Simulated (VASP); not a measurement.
## GaN: band gap against strain

GaN (zinc blende, F-43m, 11.776 Å³/atom and stress up to 0.24 GPa in the relaxed cell, cube axes along x, y and z) under an equal strain ε along all three axes. PBE in VASP (plane waves, PAW), 600 eV, 12×12×12 Γ-centred mesh, Gaussian smearing 0.05 eV; ions are relaxed, or left where forces stay under 0.02 eV/Å, within the symmetry of each cell. Gaps are the smallest on the run's k-mesh, which can miss an edge that lies off it, without spin-orbit coupling; in all rows the valence edge lies at Γ and the conduction edge at Γ.

Here s stands for strain and Eg for gap.

| strain (%) | gap (eV) |
|---|---|
| -1.50 | 1.833 |
| -1.00 | 1.735 |
| -0.50 | 1.637 |
| 0.00 | 1.540 |
| 0.50 | 1.444 |
| 1.00 | 1.348 |
| 1.50 | 1.253 |
| 3.00 | ? |

Fit Eg of the 7 rows that show it with a straight line. Means: s 0, Eg 1.5414. About the means, the sum of products is -1.3535 and the sum of squares of s is 7.0000; the slope is their ratio. Least squares gives Eg = 1.5414 - 0.19336·s. Residuals (row less fit): 0.0016, 0.0002, -0.0011, -0.0014, -0.0007, 0.0000, 0.0016; standard error 0.0013 (degrees of freedom: 5). Over these rows the gap moves by -19.34 ± 0.05 eV per unit strain, or -6.4 eV per unit of ln V.

Problem. Estimate the missing Eg (s = 3.00); what did the run itself give?

Solution. Eg = 1.5414 - 0.19336 × 3.0 = 0.9613 eV. The calculation gives 0.973 eV, 0.0117 eV above the prediction (1.4 % of the range of Eg in the table). The row lies outside the fitted rows, so this is an extrapolation. From the scatter of the fitted rows alone, a prediction at this place has a standard error of 0.0021 eV, so the miss is 5.6 times that.

A polynomial of degree 2 through the 12 other runs of the series gives 0.972 there, so most of the miss is curvature that the fit leaves out. Other structures, which can take over under pressure, weren't tried. GaN is here a metastable form; wurtzite is the usual one. Rows are the converged runs of the series near zero and its far end; series whose fitted rows scatter by over a few per cent of the range, as at a crossing or softening among them, aren't shown in this form, nor equations of state whose B0' disagrees with the runs' pressures. Most that stay on the fit to the last digits aren't either.
